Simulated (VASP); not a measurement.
Level of theory: PBE GGA with D3 dispersion (Becke-Johnson damping), VASP's PBE PAW potentials (set 64) (plane waves; VASP).

VASP ran on this input.

### KPOINTS
```
Automatic mesh
0
Gamma
7 7 4
0 0 0
```

File POSCAR:
```
AlN
1.0
  3.1081642277   0.0000000000   0.0000000000
 -1.5540821139   2.6917489042   0.0000000000
  0.0000000000   0.0000000000   4.9741439538
Al N
2 2
direct
  0.3333330000   0.6666670000   0.0000142287
  0.6666670000   0.3333330000   0.5000142287
  0.3333330000   0.6666670000   0.3819857713
  0.6666670000   0.3333330000   0.8819857713
```

INCAR:
```
ALGO=Normal
EDIFF=1E-7
ENCUT=650
GGA=PE
IBRION=6
ISIF=3
ISMEAR=0
IVDW=12
LASPH=.True.
LCHARG=.False.
LREAL=.False.
LWAVE=.False.
NELM=100
NFREE=2
NSW=1
POTIM=0.015
PREC=Accurate
SIGMA=0.05
SYSTEM=AlN
```

POTCAR, in this order: Al N (PBE.64 set). Program: vasp_std.

Output

OUTCAR:
```


   1 f  =   21.726238 THz   136.509979 2PiTHz  724.709291 cm-1    89.852460 meV

   2 f  =   20.121700 THz   126.428373 2PiTHz  671.187680 cm-1    83.216629 meV

   3 f  =   20.121698 THz   126.428360 2PiTHz  671.187612 cm-1    83.216620 meV

   4 f  =   19.817620 THz   124.517780 2PiTHz  661.044653 cm-1    81.959055 meV

   5 f  =   19.817618 THz   124.517767 2PiTHz  661.044586 cm-1    81.959046 meV

   6 f  =   18.425906 THz   115.773385 2PiTHz  614.622081 cm-1    76.203392 meV

   7 f  =   16.414631 THz   103.136167 2PiTHz  547.533145 cm-1    67.885428 meV

   8 f  =    7.109356 THz    44.669398 2PiTHz  237.142575 cm-1    29.401919 meV

   9 f  =    7.109355 THz    44.669394 2PiTHz  237.142551 cm-1    29.401916 meV

  10 f/i=    0.000840 THz     0.005275 2PiTHz    0.028006 cm-1     0.003472 meV

  11 f/i=    0.000840 THz     0.005275 2PiTHz    0.028006 cm-1     0.003472 meV

  12 f/i=    0.002171 THz     0.013643 2PiTHz    0.072431 cm-1     0.008980 meV

 ELASTIC MODULI CONTR FROM IONIC RELAXATION (kBar)
 Direction    XX          YY          ZZ          XY          YZ          ZX
 --------------------------------------------------------------------------------
 XX        -757.8019    365.3511    436.3387      0.0000     -0.0000      0.0000
 YY         365.3511   -757.8016    436.3386      0.0000      0.0000     -0.0000
 ZZ         436.3387    436.3386   -970.2694     -0.0000      0.0000     -0.0000
 XY           0.0000      0.0000     -0.0000   -561.5765     -0.0000      0.0000
 YZ          -0.0000      0.0000      0.0000     -0.0000   -151.7935      0.0000
 ZX           0.0000     -0.0000     -0.0000      0.0000      0.0000   -151.7935
 --------------------------------------------------------------------------------

 TOTAL ELASTIC MODULI (kBar)
 Direction    XX          YY          ZZ          XY          YZ          ZX
 --------------------------------------------------------------------------------
 XX        3850.1366   1372.3230   1055.8281     -0.0000     -0.0000      0.0000
 YY        1372.3230   3850.1350   1055.8279     -0.0000      0.0000     -0.0000
 ZZ        1055.8281   1055.8279   3601.3612     -0.0000      0.0000     -0.0000
 XY          -0.0000     -0.0000     -0.0000   1238.9064     -0.0000      0.0000
 YZ          -0.0000      0.0000      0.0000     -0.0000   1135.7404     -0.0000
 ZX           0.0000     -0.0000     -0.0000      0.0000     -0.0000   1135.7407
 --------------------------------------------------------------------------------
```
(Selected blocks of OUTCAR.)

The structure comes from a measured AlN entry (P6_3mc) of the Crystallography Open Database, whose conditions weren't checked. It was relaxed first.
